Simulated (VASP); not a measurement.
Here is the system:

```xyz
2
Lattice="2.7995 0.0000 0.0000 0.0000 2.7995 0.0000 0.0000 0.0000 2.7995" Properties=species:S:1:pos:R:3 pbc="T T T"
Al     1.3998     1.3998     1.3998
Co     0.0000     0.0000     0.0000
```

Computed with PBEsol GGA, VASP's PBE PAW potentials (set 64) (plane waves; VASP). Numerical set-up: 500 eV cut-off, 13×13×13 Γ-centred mesh, first-order Methfessel-Paxton smearing of 0.10 eV, potentials Al Co.

Energy and stress use the plane-wave basis of the starting cell.

Task: The ions, cell shape and volume at an external pressure of 10.0 GPa are relaxed. What does this cell relax into?

Result: 
```xyz
2
Lattice="2.7789 0.0000 0.0000 0.0000 2.7789 0.0000 0.0000 0.0000 2.7789" Properties=species:S:1:pos:R:3 pbc="T T T"
Al     1.3894     1.3894     1.3894
Co     0.0000     0.0000     0.0000
```
Space group Pm-3m (221), at a tolerance of 0.03 Å.

Task: How do energy and volume change from the first to the last step?

Result: The energy (σ→0) changes by +11.3 meV/atom and the volume by -2.2 %, in 3 ionic steps.

The compound is CoAl in the CsCl type structure. This run relaxes it under an external pressure of 10 GPa. Symmetry was kept, so distortions that lower it aren't found. The run is not spin-polarised, so no magnetic state was tried.
